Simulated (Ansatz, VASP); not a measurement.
# BiBr3 in two plane-wave programs

Wanted: the spread between two codes on one cell, functional and k mesh. The cell is generated by rule, not measured, and may not be a known phase. The cell is taken from a series of runs on this material, whose earlier steps may have relaxed, scaled, displaced or heated it; both programs get it as it stands.

Method: plane waves, with VASP 6.6.1 beside it; relaxation of cell and atoms at PBEsol, in Ansatz 0.2.0.

## 1. The starting structure

The structure is cubic, space group Pm-3m (No. 221). The conventional cell has a = 5.662 Å, b = 5.662 Å, c = 5.662 Å, α = 90.00°, β = 90.00°, γ = 90.00°. Nearest to Bi lie 6 Br at 2.83 Å. Nearest to Br lie 2 Bi at 2.83 Å. Farther neighbours and most contacts between anions are not listed.

As a file:

```cif
data_structure
_symmetry_space_group_name_H-M 'Pm-3m'
_symmetry_Int_Tables_number 221
_cell_length_a 5.6623
_cell_length_b 5.6623
_cell_length_c 5.6623
_cell_angle_alpha 90.000
_cell_angle_beta 90.000
_cell_angle_gamma 90.000
_cell_volume 181.54
loop_
_atom_site_label
_atom_site_type_symbol
_atom_site_symmetry_multiplicity
_atom_site_Wyckoff_symbol
_atom_site_fract_x
_atom_site_fract_y
_atom_site_fract_z
_atom_site_occupancy
Bi1 Bi 1 a 0.00000 0.00000 0.00000 1
Br1 Br 3 d 0.50000 0.00000 0.00000 1
```

## 2. Ansatz: relaxation of cell and atoms, PBEsol, pair 1

Ansatz runs on its default PAW (the set named soft_2) files.

The relaxed volume is the usual yardstick between codes: in a stiff, nearly cubic crystal its relative difference is about their pressure difference at one cell divided by the bulk modulus.

input.yaml reads:

```yaml
crystal:
  lattice:
    - [5.6623213734, 0.0, 0.0]
    - [0.0, 5.6623213734, 0.0]
    - [0.0, 0.0, 5.6623213734]
  atoms:
    - { symbol: Bi, position: [0.0, 0.0, 0.0] }
    - { symbol: Br, position: [0.5, 0.0, 0.0] }
    - { symbol: Br, position: [0.0, 0.5, 0.0] }
    - { symbol: Br, position: [0.0, 0.0, 0.5] }
kpoints:
  mp_grid: { grid: [6, 6, 6] }
hamiltonian:
  xc: pbesol
scf:
  occupations: { method: gaussian, width: 0.02 }
output:
  forces: true
  stress: true
  eigenvalues: true
  write_density: true
  write_potential: true
  elf: true
  volumetric_format: npy
relax:
  adjacent_minimum: "off"
  f_tol: 0.005
  max_steps: 80
  cell: { stress_tol: 0.05 }
```

Command:

```
> ansatz run input.yaml --threads 4 --pin off --max-ram 7168MiB --backend cpu --events-out ev --progress --plain --runs-dir out
```

Numbers of over 12 decimals in the logs are rounded to 6 here.

What it wrote:

```text
Engine: ansatz 0.2.0, aarch64-unknown-linux-gnu
Pseudopotentials: kind: paw
Pseudopotential: Bi, paw, valence charge 15, recommended cutoff 420 eV (normal), Bi.paw.azcp
Pseudopotential: Br, paw, valence charge 7, recommended cutoff 420 eV (normal), Br.paw.azcp
Functional definition: PBEsol
  exchange = pbesol_x
  correlation = pbesol_c
Crystal: 4 atoms, lattice volume = 181.545 Å³
Basis set: ecut = 420 eV, 3575 PW (Γ), exchange–correlation on 80×80×80 points (8 copies of the dense FFT grid, shifted against one another)
Bands: 22, of which v1, the nominal top of the filled ones, is band 18 counted from 1 (17 counted from 0)
Symmetry: 48 space group operations
Space group: Pm-3m (ITA 221), of the structure as read, at distance tolerance 5.7e-5 Å
k-points: 20 of 216
Non-local potential: Bi, projectors of the file, l = 0: 2, l = 1: 2, l = 2: 2, l = 3: 2
Non-local potential: Br, projectors of the file, l = 0: 2, l = 1: 2, l = 2: 2
PAW form: soft (Blöchl's): semilocal exchange-correlation on the pseudo side does not see the compensation charge
PAW frozen core: Bi, regenerated for the run's functional, and the local potential with it (the file was generated under x = pbe(κ = 0.804, μ = 0.219515), c = pbe(β = 0.066725))
PAW frozen core: Br, regenerated for the run's functional, and the local potential with it (the file was generated under x = pbe(κ = 0.804, μ = 0.219515), c = pbe(β = 0.066725))
PAW one-centre angular grid: Bi, 590 points (default); XC on 64 Gauss nodes
PAW one-centre angular grid: Br, 110 points (default); XC on 64 Gauss nodes
Initial density: superposition of atomic densities (neutral atoms: chi_scale 0, normalization atom), corrected by the library's trained network
Initial wavefunctions: pseudopotential atomic-orbital guess
Functional: x = pbesol(κ = 0.804, μ = 0.123457), c = pbesol(β = 0.046)
SCF iter   1: F=—  HF=-20453.763340 eV  |F-HF|=—  |Δ(HF+E_count)|=         —  Δρ=1.80e-3  dr2=7.95e-3  ethr=1.77e-3  ⟨swp⟩=8.4  Hψ=2543  notcnv=0
preconditioner: auto → Resta (q_TF=auto, 2.083 Å⁻¹)  ε∞=3.2  [insulator: Δε(μ)=0.597 eV  Ē_g=9.567 eV  σ=0.020 eV  W_gap=1.00  n_scr=26 (ndim 8)  ℏωp=14.1 eV  f_vac=0.267  D(μ)=0.00/eV (n_scr^D=0)  ε∞_Penn≈3.2  vacuum switching on, ρ_ref=6.6e-3 e/Å³]
SCF iter   2: F=—  HF=-20453.766179 eV  |F-HF|=—  |Δ(HF+E_count)|=   2.84e-3  Δρ=9.25e-4  dr2=2.39e-3  ethr=2.21e-5  ⟨swp⟩=3.8  Hψ=1167  notcnv=0
SCF iter   3: F=—  HF=-20453.767626 eV  |F-HF|=—  |Δ(HF+E_count)|=   1.45e-3  Δρ=2.65e-4  dr2=1.29e-4  ethr=6.64e-6  ⟨swp⟩=3.5  Hψ=879  notcnv=0
SCF iter   4: F=—  HF=-20453.767646 eV  |F-HF|=—  |Δ(HF+E_count)|=   1.97e-5  Δρ=7.27e-5  dr2=1.63e-5  ethr=3.57e-7  ⟨swp⟩=2.5  Hψ=814  notcnv=0
SCF iter   5: F=—  HF=-20453.767622 eV  |F-HF|=—  |Δ(HF+E_count)|=   2.32e-5  Δρ=1.99e-5  dr2=1.15e-6  ethr=4.52e-8  ⟨swp⟩=2.0  Hψ=649  notcnv=0
SCF iter   6: F=—  HF=-20453.767624 eV  |F-HF|=—  |Δ(HF+E_count)|=   1.05e-6  Δρ=6.54e-6  dr2=1.40e-7  ethr=3.19e-9  ⟨swp⟩=2.5  Hψ=719  notcnv=0
SCF iter   7: F=-20453.767624 eV  HF=-20453.767624 eV  |F-HF|=3.97e-10  |Δ(HF+E_count)|=   1.81e-8  Δρ=2.25e-6  dr2=7.44e-9  ethr=2.78e-10  ⟨swp⟩=11.4  Hψ=3508  notcnv=0
SCF 1 converged in 7 iterations: F = -20453.767624 eV  dr2 = 7.44e-9
  greatest PAW one-centre occupation: 0.990 electrons in one spin orbital (limit 2), on the Bi atom at site 0 (counted from 0), in its partial waves of l = 2
relax step   1: F+E_penalty+E_count = -20453.76762352 eV  Δ(F+E_penalty+E_count) = +0.000e0 eV  max|allowed force component| = 5.896e-30 eV/Å  Δτ_max = 0.0000 Å  P = -0.174 GPa  Ω = 181.545 Å³  (7 SCF iters, dr2 threshold 1.00e-7 eV, accepted)
[...]
relax step   2: F+E_penalty+E_count = -20453.76832357 eV  Δ(F+E_penalty+E_count) = -7.001e-4 eV  max|allowed force component| = 1.085e-30 eV/Å  Δτ_max = 0.0000 Å  P = +0.016 GPa  Ω = 180.348 Å³  energy of the carried Pulay correction = +1.080e-4 eV  (5 SCF iters, dr2 threshold 7.53e-8 eV, accepted)
[...]
relax step   3: F+E_penalty+E_count = -20453.76820084 eV  Δ(F+E_penalty+E_count) = +1.227e-4 eV  max|allowed force component| = 8.895e-31 eV/Å  Δτ_max = 0.0000 Å  P = +0.017 GPa  Ω = 180.348 Å³  stress off target by 1.66e-2 GPa  SCF on the basis re-selected at this cell (its energy is not comparable with the rows above)  (5 SCF iters)
basis re-selected at this cell: Δ(F+E_penalty+E_count) = +1.227e-4 eV, ΔP = +0.000 GPa vs the last step (what re-selecting the basis moved, of the pressure what is left beyond the Pulay correction that the steps carried, after the strain that the cell walked since its last selection, with what the two solves' SCF thresholds leave and, on support functions, any second-order correction that the steps lacked; it is no m [...]
WARN: The input density's exchange-correlation potential varies sharply where the density is thin. Do not read a vacuum level from v_tot or v_xc, or from such a field of the output density. On a cell that repeats whose density bears no net charge and no dipole along the vacuum's axis use v_es (v_loc + v_h of the components); under efield.dipole_correction with no amplitude use v_es + v_field, which holds any external [...]
SCF converged after 5 iterations
Free energy (F): -20453.768201 eV
Harris-Foulkes:  -20453.768201 eV  (|F-HF|=3.27e-11)
Internal energy: -20453.768201 eV  (E = F + TS)
E sigma→0 (E₀):  -20453.768201 eV
Fermi energy:    1.293055 eV
--- Per-component energies (eV) ---
  E_band       = -337.699037
  E_kinetic    = 699.560775
  E_local      = -3439.300504  (includes V_loc(G=0)·N_el)
  E_nonlocal   = 776.899723
  E_hartree    = 1200.942356
  E_xc         = -933.759939
  E_vxc        = -453.913014  (∫ρ·V_xc dr)
  E_paw        = -17118.183446  (= ΣΔE_a)
  E_vpaw       = -322.830232  (= ΣTr[D̂ρ^β])
  E_aug_tail   = -0.000431  (compensation charges beyond the density's cutoff)
  E_ewald      = -1640.293298
  E_core_change = 0.366563  (= ΣΔE_core)
  E_smearing   = -0.000000  (= −TS)
  E_closure    = -0.000000  (closes the sum)
  Σ components = -20453.768201   (vs F -20453.768201, Δ=0.00e0)
--- Forces (eV/Å), atoms counted from 1 ---
  atom   1  Bi    -0.00000000     0.00000000     0.00000000
  atom   2  Br    -0.00000000    -0.00000000    -0.00000000
  atom   3  Br     0.00000000    -0.00000000     0.00000000
  atom   4  Br     0.00000000     0.00000000    -0.00000000
  max |Σ_I F_I| component: 1.04e-30 eV/Å
--- Stress (GPa, compression-positive) ---
        0.016601      -0.000000       0.000000
       -0.000000       0.016601      -0.000000
        0.000000      -0.000000       0.016601
  P = ⅓ Tr σ = 0.0166 GPa (0.166 kbar)
--- Band table (eV; the first three rows and the last of 20) ---
  k-point 0: bands = [... 14 lower, -0.2809, -0.2640, -0.2640, -0.2640, 6.0445, 6.7661, 6.7661, 6.7661]
  k-point 1: bands = [... 14 lower, -0.3162, -0.2872, -0.2702, -0.2702, 5.7086, 6.3045, 6.5598, 6.5598]
  k-point 2: bands = [... 14 lower, -0.3736, -0.3326, -0.2672, -0.2672, 3.8321, 6.3502, 6.3502, 6.8907]
  k-point 19: bands = [... 14 lower, 0.3146, 0.3146, 0.3146, 0.9973, 1.5896, 1.5896, 1.5896, 7.2444]
--- Relaxed structure (2 steps of the walk, 2 accepted, 1 SCFs on fresh bases) ---
  F+E_penalty+E_count = -20453.76820084 eV   max|allowed force component| = 8.895e-31 eV/Å   (the final SCF, on the basis selected at the relaxed cell)
  cell:  # Å, volume = 180.3483 Å³
    - [5.649855, 0, 0]
    - [0, 5.649855, 0.0]
    - [0, 0.0, 5.649855]
  atoms:
    - { symbol: Bi, position: [0, 0, 0] }
    - { symbol: Br, position: [0.5, 0, 0] }
    - { symbol: Br, position: [0, 0.5, 0] }
    - { symbol: Br, position: [0, 0, 0.5] }
```

The column dr2 measures how far the density is from self-consistency, as an energy; F and HF (Harris–Foulkes) agree once it is small.

## 3. VASP: relaxation of cell and atoms, PBEsol, pair 1

The same cell, functional, mesh and smearing now go to VASP, with its own data sets.

Lines of VASP's logs that name or quote its potential files are left out, and so is its time.

INCAR reads:

```
SYSTEM = BiBr3
PREC = Accurate
ENCUT = 500
EDIFF = 1E-07
NELM = 120
ISMEAR = 0
SIGMA = 0.02
LREAL = .FALSE.
ALGO = Normal
GGA = PS
NBANDS = 24
LORBIT = 11
LWAVE = .FALSE.
LCHARG = .FALSE.
ISIF = 3
IBRION = 2
NSW = 80
EDIFFG = -0.005
LASPH = .TRUE.
GGA_COMPAT = .FALSE.
NELMIN = 4
EFERMI = MIDGAP
KPAR = 2
```

POSCAR reads:

```
BiBr3
1.0
    5.6623210000      0.0000000000      0.0000000000
    0.0000000000      5.6623210000      0.0000000000
    0.0000000000      0.0000000000      5.6623210000
Bi Br
1 3
Direct
    0.0000000000      0.0000000000      0.0000000000
    0.5000000883      0.0000000000      0.0000000000
    0.0000000000      0.5000000883      0.0000000000
    0.0000000000      0.0000000000      0.5000000883
```

KPOINTS reads:

```
Automatic mesh
0
Gamma
6 6 6
0 0 0
```

Potentials, in the order of the species: Bi_d and Br (PBE family, release 64).

Command:

```
> mpirun -np 2 vasp_std
```

What it wrote:

```text
[banner, memory and clock lines left out]
running    2 mpi-ranks, on    1 nodes
 distrk:  each k-point on    1 cores,    2 groups
 distr:  one band on    1 cores,    1 groups

 POSCAR found type information on POSCAR BiBr
 POSCAR found :  2 types and       4 ions
|                                                                             |
|               ----> ADVICE to this user running VASP <----                  |
|                                                                             |
|     You enforced a specific xc type in the INCAR file but a different       |
|     [... a line on the potential file left out ...]
|     I HOPE YOU KNOW WHAT YOU ARE DOING!                                     |
|                                                                             |

 LDA part: xc-table for (Slater+PW92), standard interpolation
 POSCAR, INCAR and KPOINTS ok, starting setup
 FFT: planning ... GRIDC
 FFT: planning ... GRID_SOFT
 FFT: planning ... GRID
 WAVECAR not read
 entering main loop
       N       E                     dE             d eps       ncg     rms          rms(c)
DAV:   1     0.319220790168E+03    0.31922E+03   -0.15336E+04   968   0.126E+03
DAV:   2     0.211571084839E+02   -0.29806E+03   -0.28797E+03  1192   0.303E+02
DAV:   3    -0.122684760045E+02   -0.33426E+02   -0.32535E+02  1144   0.117E+02
DAV:   4    -0.131496103845E+02   -0.88113E+00   -0.87984E+00  1200   0.243E+01
DAV:   5    -0.131796522936E+02   -0.30042E-01   -0.30041E-01  1408   0.397E+00    0.532E+00
DAV:   6    -0.123139418018E+02    0.86571E+00   -0.10389E+00  1448   0.839E+00    0.325E+00
DAV:   7    -0.122027347604E+02    0.11121E+00   -0.50704E-01  1384   0.414E+00    0.117E+00
DAV:   8    -0.121970129020E+02    0.57219E-02   -0.79969E-02  1152   0.233E+00    0.242E-01
DAV:   9    -0.121943899526E+02    0.26229E-02   -0.76196E-03  1416   0.799E-01    0.806E-02
DAV:  10    -0.121946694541E+02   -0.27950E-03   -0.12929E-03  1056   0.193E-01    0.502E-02
DAV:  11    -0.121948350868E+02   -0.16563E-03   -0.26019E-04  1160   0.982E-02    0.192E-02
DAV:  12    -0.121948204391E+02    0.14648E-04   -0.15450E-05  1040   0.285E-02    0.802E-03
DAV:  13    -0.121948108239E+02    0.96152E-05   -0.62118E-06  1024   0.131E-02    0.266E-03
DAV:  14    -0.121948101568E+02    0.66715E-06   -0.19924E-06  1192   0.130E-02    0.169E-03
DAV:  15    -0.121948101449E+02    0.11868E-07   -0.25008E-07  1160   0.316E-03
   1 F= -.12194810E+02 E0= -.12194810E+02  d E =-.121948E+02
 curvature:   0.00 expect dE= 0.000E+00 dE for cont linesearch  0.000E+00
 trial: gam= 0.00000 g(F)=  0.000E+00 g(S)=  0.121E-02 ort = 0.000E+00 (trialstep = 0.100E+01)
 search vector abs. value=  0.121E-02
 bond charge predicted
       N       E                     dE             d eps       ncg     rms          rms(c)
DAV:   1    -0.122075882536E+02   -0.12778E-01   -0.31542E-01  1240   0.585E+00    0.592E-01
DAV:   2    -0.121973368288E+02    0.10251E-01   -0.17862E-02  1184   0.142E+00    0.234E-01
DAV:   3    -0.121953392577E+02    0.19976E-02   -0.84627E-03  1240   0.890E-01    0.843E-02
DAV:   4    -0.121953405369E+02   -0.12792E-05   -0.16466E-04  1120   0.997E-02    0.673E-02
DAV:   5    -0.121953344632E+02    0.60737E-05   -0.86174E-05  1256   0.101E-01    0.145E-02
DAV:   6    -0.121953327954E+02    0.16678E-05   -0.11582E-05  1056   0.414E-02    0.270E-03
DAV:   7    -0.121953324267E+02    0.36871E-06   -0.76799E-07  1144   0.739E-03    0.225E-03
DAV:   8    -0.121953318270E+02    0.59973E-06   -0.40166E-07   848   0.384E-03    0.785E-04
DAV:   9    -0.121953318275E+02   -0.49022E-09   -0.65179E-08   808   0.297E-03
   2 F= -.12195332E+02 E0= -.12195332E+02  d E =-.521683E-03
 trial-energy change:   -0.000522  1 .order   -0.000510   -0.001209    0.000189
 step:   0.8706(harm=  0.8650)  dis= 0.00000  next Energy=   -12.195344 (dE=-0.534E-03)
 bond charge predicted
       N       E                     dE             d eps       ncg     rms          rms(c)
DAV:   1    -0.121955507686E+02   -0.21894E-03   -0.53136E-03  1264   0.765E-01    0.765E-02
DAV:   2    -0.121953810956E+02    0.16967E-03   -0.29878E-04  1192   0.183E-01    0.302E-02
DAV:   3    -0.121953472530E+02    0.33843E-04   -0.14186E-04  1248   0.115E-01    0.112E-02
DAV:   4    -0.121953466642E+02    0.58875E-06   -0.27737E-06  1160   0.129E-02    0.898E-03
DAV:   5    -0.121953453297E+02    0.13345E-05   -0.14634E-06  1288   0.131E-02    0.186E-03
DAV:   6    -0.121953451781E+02    0.15165E-06   -0.17984E-07   888   0.532E-03    0.278E-04
DAV:   7    -0.121953451334E+02    0.44704E-07   -0.17642E-08   744   0.121E-03
   3 F= -.12195345E+02 E0= -.12195345E+02  d E =-.534988E-03
 curvature:  -0.43 expect dE=-0.746E-08 dE for cont linesearch -0.746E-08
 trial: gam= 0.00000 g(F)=  0.245E-47 g(S)=  0.173E-07 ort =-0.457E-05 (trialstep = 0.974E+00)
 search vector abs. value=  0.174E-07
 reached required accuracy - stopping structural energy minimisation
```

Parts of OUTCAR (step 3):

```text
ion  position               nearest neighbor table
   1  0.000  0.000  0.000-   2 2.83   3 2.83   4 2.83   2 2.83   3 2.83   4 2.83
   2  0.500  0.000  0.000-   1 2.83   1 2.83
   3  0.000  0.500  0.000-   1 2.83   1 2.83
   4  0.000  0.000  0.500-   1 2.83   1 2.83

  LATTYP: Found a simple cubic cell.
 ALAT       =     5.6623210000

 Subroutine GETGRP returns: Found 48 space group operations
 (whereof 48 operations were pure point group operations)

The static configuration has the point symmetry O_h .

 Found     20 irreducible k-points:

   k-points           NKPTS =     20   k-points in BZ     NKDIM =     20   number of bands    NBANDS=     24

   dimension x,y,z NGX =    42 NGY =   42 NGZ =   42
   dimension x,y,z NGXF=    84 NGYF=   84 NGZF=   84

   ENCUT  =  500.0 eV  36.75 Ry    6.06 a.u.  10.32 10.32 10.32*2*pi/ulx,y,z

   NELECT =      36.0000    total number of electrons

 k-points in reciprocal lattice and weights: Automatic mesh
   0.00000000  0.00000000  0.00000000       0.005
   0.16666667  0.00000000  0.00000000       0.028
   0.33333333  0.00000000  0.00000000       0.028
   0.50000000  0.00000000  0.00000000       0.014
   0.16666667  0.16666667  0.00000000       0.056
   0.33333333  0.16666667  0.00000000       0.111
   0.50000000  0.16666667  0.00000000       0.056
   0.33333333  0.33333333  0.00000000       0.056
   0.50000000  0.33333333  0.00000000       0.056
[...]
0.50000000  0.50000000  0.33333333       0.028
   0.50000000  0.50000000  0.50000000       0.005

 average (electrostatic) potential at core
       1-111.8112       2 -65.4328       3 -65.4328       4 -65.4328

 E-fermi :  -0.4466

 k-point     1 :       0.0000    0.0000    0.0000
  band No.  band energies     occupation
    ...
     14      -2.0113      2.00000
     15      -2.0113      2.00000
     16      -1.9946      2.00000
     17      -1.9946      2.00000
     18      -1.9946      2.00000
     19       4.3116      0.00000
     20       5.0264      0.00000
     21       5.0264      0.00000
     22       5.0264      0.00000
     23       5.8995      0.00000
    ...

 k-point     2 :       0.1667    0.0000    0.0000
  band No.  band energies     occupation
    ...
     14      -2.0635      2.00000
     15      -2.0467      2.00000
     16      -2.0178      2.00000
     17      -2.0007      2.00000
     18      -2.0007      2.00000
     19       3.9687      0.00000
     20       4.5713      0.00000
     21       4.8210      0.00000
     22       4.8210      0.00000
     23       5.9476      0.00000
    ...

 k-point     3 :       0.3333    0.0000    0.0000
  band No.  band energies     occupation
    ...
     14      -2.1833      2.00000
     15      -2.1053      2.00000
     16      -2.0631      2.00000
     17      -1.9977      2.00000
     18      -1.9977      2.00000
     19       2.0934      0.00000
     20       4.6119      0.00000
     21       4.6119      0.00000
     22       5.1571      0.00000
     23       6.0540      0.00000
    ...

  Total        0.0006911      0.0006911      0.0006911      0.0000000      0.0000000     -0.0000000
  in kB        0.0061342      0.0061342      0.0061342      0.0000000      0.0000000     -0.0000000
  external PRESSURE =       0.0061342 kB  Pullay stress =       0.0000000 kB

  energy-cutoff  :      500.00
  volume of cell :      180.50
      direct lattice vectors                 reciprocal lattice vectors
     5.651453387  0.000000000 -0.000000000     0.176945634 -0.000000000 -0.000000000
     0.000000000  5.651453387 -0.000000000    -0.000000000  0.176945634 -0.000000000
     0.000000000  0.000000000  5.651453387     0.000000000  0.000000000  0.176945634

 POSITION                                       TOTAL-FORCE (eV/Angst)
 -----------------------------------------------------------------------------------
      0.00000      0.00000      0.00000         0.000000      0.000000      0.000000
      2.82573      0.00000     -0.00000         0.000000      0.000000      0.000000
      0.00000      2.82573     -0.00000        -0.000000      0.000000      0.000000
      0.00000      0.00000      2.82573        -0.000000     -0.000000      0.000000
 -----------------------------------------------------------------------------------
    total drift:                               -0.000168     -0.000168     -0.000168

  FREE ENERGIE OF THE ION-ELECTRON SYSTEM (eV)
  ---------------------------------------------------
  free  energy   TOTEN  =       -12.1953451334 eV

  energy  without entropy=      -12.1953451334  energy(sigma->0) =      -12.19534513

 reached required accuracy - stopping structural energy minimisation

 total charge
# of ion       s       p       d       tot
------------------------------------------
    1        1.624   0.921   9.982  12.527
    2        1.608   3.212   0.011   4.831
    3        1.608   3.212   0.011   4.831
    4        1.608   3.212   0.011   4.831
--------------------------------------------------
tot          6.449  10.557  10.015  27.021

[... 3 further parts left out ...]
```

CONTCAR:

```
BiBr3
   1.00000000000000
     5.6514533868994548    0.0000000000000000   -0.0000000000000000
     0.0000000000000000    5.6514533868994548   -0.0000000000000000
     0.0000000000000000    0.0000000000000000    5.6514533868994548
  Bi              Br
     1     3
Direct
     0.0000000000000000    0.0000000000000000    0.0000000000000000
     0.5000000882999984    0.0000000000000000    0.0000000000000000
     0.0000000000000000    0.5000000882999984    0.0000000000000000
     0.0000000000000000    0.0000000000000000    0.5000000882999984
```

[end of part 1 of 2]

[Lines on the potential files, build, host, timing and source positions are cut from VASP's logs without a mark.]

[Logs are printed without paths, hosts, clocks, repeated set-up lines and the standing remarks that a program may print on its own settings, such as how far it seeks lower states.]

[Hosts, paths, dates, database ids (printed as entryN), source tags and the programs' standing remarks are cut or masked in the printed files.]
